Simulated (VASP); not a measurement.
Ag (fcc) relaxed at rising pressure, in one space group throughout; other phases were not tried. The pressures are those reached. All values below come from PBE GGA, VASP's PBE PAW potentials (set 64) (plane waves; VASP 6.6.1).

```
P (GPa)  V (Å³/atom)    k-mesh
-------  -----------  --------
-0.12         17.829  15×15×15
5.03          16.971  15×15×15
10.15         16.342  16×16×16
20.02         15.417  16×16×16
30.01         14.728  16×16×16
```

A change of mesh leaves a small step in the series.

Question: Fit an equation of state and predict the volume at 44.90 GPa.

Answer: Least squares on the third-order Birch-Murnaghan form, P = (3B0/2)(y⁷ − y⁵)[1 + (3/4)(B′ − 4)(y² − 1)] with y = (V0/V)^(1/3), gives V0 = 17.803 Å³/atom, B0 = 93 GPa and B′ = 5.7, and so 13.953 Å³/atom. The run gave 13.956 Å³/atom, +0.0 % from the fit.

Pressures at which the relaxation failed are left out.

The compound is Ag in the fcc structure.
